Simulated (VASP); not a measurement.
## Sb (relaxed from the diamond structure, space group Fd-3m): computed properties

These are PBEsol GGA, VASP's PBE PAW potentials (set 64) (plane waves; VASP) values and carry that method's errors.

```
Property                                                                                                  Result
----------------------------------  ----------------------------------------------------------------------------
space group                                                                                          Fd-3m (227)
cell                                a = 6.8998 Å, b = 6.8998 Å, c = 6.8998 Å, α = 90.00°, β = 90.00°, γ = 90.00°
volume per atom                                                                                    41.06 Å³/atom
band gap (over mesh and band path)                                      none (metal, semimetal or under 0.01 eV)
band gap with spin-orbit coupling                                                                none (metallic)
density                                                                                               4.92 g/cm³
```

Sb has the cubic space group Fd-3m, origin choice 1 (No. 227), the diamond structure, Pearson symbol cF8. Lattice parameters: a = 6.8998 Å, b = 6.8998 Å, c = 6.8998 Å, α = 90.00°, β = 90.00°, γ = 90.00°. Sb on 8a is coordinated by 4 Sb at 2.988 Å (tetrahedral). (Neighbours: up to the widest gap in distance over summed covalent radii, below 1.35, at either atom.)
(The calculation used a cell of 2 atoms; values per cell refer to that cell.)

Unless said otherwise, spin-orbit coupling is left out, though it shifts the bands of the heavy elements here.

The structure was generated: Sb was put into the diamond type (Fd-3m), which need not be its known phase. It was relaxed first, which changed the volume by +24 %. Symmetry was kept, so distortions that lower it aren't found.
